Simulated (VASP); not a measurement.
An input for Ansatz (written as the equivalent of a VASP run, and not itself run):

Ansatz 0.2 input:
```yaml
crystal:
  lattice:
    - [3.8084217, 0.0000000, 0.0000000]
    - [-1.9042109, 3.2981900, 0.0000000]
    - [0.0000000, 0.0000000, 4.6109586]
  atoms:
    - { symbol: Hf, position: [0.3333330, 0.6666670, 0.9449450] }
    - { symbol: Hf, position: [0.6666670, 0.3333330, 0.4449450] }
    - { symbol: C, position: [0.3333330, 0.6666670, 0.4300550] }
    - { symbol: C, position: [0.6666670, 0.3333330, 0.9300550] }
kpoints:
  mp_grid: { grid: [8, 8, 6] }
hamiltonian:
  xc: pbesol
  pseudopotentials: { kind: paw }
scf:
  occupations: { method: methfessel_paxton, width: 0.1 }
  max_iter: 100
relax:
  max_steps: 60
  f_tol: 0.02
  cell: {}
output: { forces: true, stress: true, eigenvalues: true }
```

Problem. Translate this input to VASP (INCAR, KPOINTS, POSCAR, choice of POTCAR).

Solution. One answer among several that fit: 
### INCAR
```
LMAXMIX = 6   # l cut-off of mixed one-centre charges
ALGO = Normal   # blocked Davidson
GGA = PS
NSW = 60   # most ionic steps
EDIFFG = -0.02
LREAL = F
ENCUT = 520   # plane-wave cut-off (eV)
LCHARG = F
LWAVE = F
LASPH = T   # aspherical one-centre terms
ISMEAR = 1
ISIF = 3   # ions, shape and volume
SYSTEM = HfC
PREC = Accurate
EDIFF = 1E-6   # SCF stop (eV)
SIGMA = 0.1
NELM = 100   # most electronic steps
IBRION = 2   # conjugate gradients
```

KPOINTS:
```
Automatic mesh
0
Gamma
8 8 6
0 0 0
```

**POSCAR**
```
HfC
1.0
  3.8084217001   0.0000000000   0.0000000000
 -1.9042108501   3.2981900071   0.0000000000
  0.0000000000   0.0000000000   4.6109586007
Hf C
2 2
Cartesian
 -0.0000019042   2.1987944375   4.3571022016
  1.9042127542   1.0993955696   2.0516229013
 -0.0000019042   2.1987944375   1.9829658743
  1.9042127542   1.0993955696   4.2884451747
```

POTCAR, in this order: Hf_pv C (PBE.64 set). Program: vasp_std.

Limits of the translation: each code has its own PAW files, so the cut-off isn't converted (ENCUT is set for VASP's; basis.ecutwfc is left out, and Ansatz then takes the one that its files recommend); Ansatz stops its SCF on the density residual and VASP on the energy change (EDIFF).

The structure was generated: HfC was put into the wurtzite type (P6_3mc), which need not be its known phase. This run relaxes it. Symmetry was kept, so distortions that lower it aren't found. The start is the result of an earlier pass.
